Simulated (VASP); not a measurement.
Input for VASP

File KPOINTS:
```
Automatic mesh
0
Gamma
13 13 13
0 0 0
```

**POSCAR**
```
MoSi2
1
   -1.6606691791     1.6606691791     4.0434348090
    1.6606691791    -1.6606691791     4.0434348090
    1.6606691791     1.6606691791    -4.0434348090
Si Mo
2 1
Direct
  0.6635958266   0.6635958266   0.0000000000
  0.3364041734   0.3364041734   0.0000000000
  0.0000000000   0.0000000000   0.0000000000
```

INCAR:
```
SYSTEM = MoSi2
PREC = Accurate
ENCUT = 520
EDIFF = 1E-7
NELM = 100
ALGO = Normal
LREAL = .FALSE.
LASPH = .TRUE.
ISMEAR = 1
SIGMA = 0.1
GGA = ML
ZAB_VDW = -1.8867
LUSE_VDW = .TRUE.
AGGAC = 0.0
LMAXMIX = 4
LWAVE = .FALSE.
LCHARG = .FALSE.
ISIF = 4
IBRION = 2
NSW = 30
EDIFFG = -0.01
```

POTCAR, in this order: Si Mo_sv (PBE.64 set). Program: vasp_std.

Problem. Translate this vdW-DF2 calculation to Quantum ESPRESSO's pw.x.

Solution. One equivalent input (not run):
```
&CONTROL
  calculation = 'vc-relax'
  pseudo_dir = './pseudo'
  outdir = './out'
  tprnfor = .true.
  tstress = .true.
  nstep = 30
  forc_conv_thr = 0.00039
/
&SYSTEM
  ibrav = 0
  nat = 3
  ntyp = 2
  ecutwfc = 80
  occupations = 'smearing'
  smearing = 'methfessel-paxton'
  degauss = 0.00735
  input_dft = 'vdw-df2'
/
&ELECTRONS
  conv_thr = 7.3e-09
  electron_maxstep = 100
/
&IONS
/
&CELL
  cell_dofree = 'shape'
/
ATOMIC_SPECIES
  Si 28.085 Si.upf
  Mo 95.950 Mo.upf
CELL_PARAMETERS angstrom
    -1.6606692    1.6606692    4.0434348
     1.6606692   -1.6606692    4.0434348
     1.6606692    1.6606692   -4.0434348
ATOMIC_POSITIONS crystal
  Si   0.6635958  0.6635958  0.0000000
  Si   0.3364042  0.3364042  0.0000000
  Mo   0.0000000  0.0000000  0.0000000
K_POINTS automatic
  13 13 13 0 0 0
```
Limits of the translation: the potentials are each code's own (VASP's PAW set, PseudoDojo norm-conserving files in pw.x), so ENCUT and ecutwfc are chosen apart and not converted; conv_thr bounds pw.x's estimated SCF error, while EDIFF bounds the energy change between steps; forc_conv_thr acts on force components and is met together with etot_conv_thr.

The compound is MoSi2 in the MoSi2 type structure. This cell is one point of a volume scan, at 1.03 of the reference volume. Symmetry was kept, so distortions that lower it aren't found.
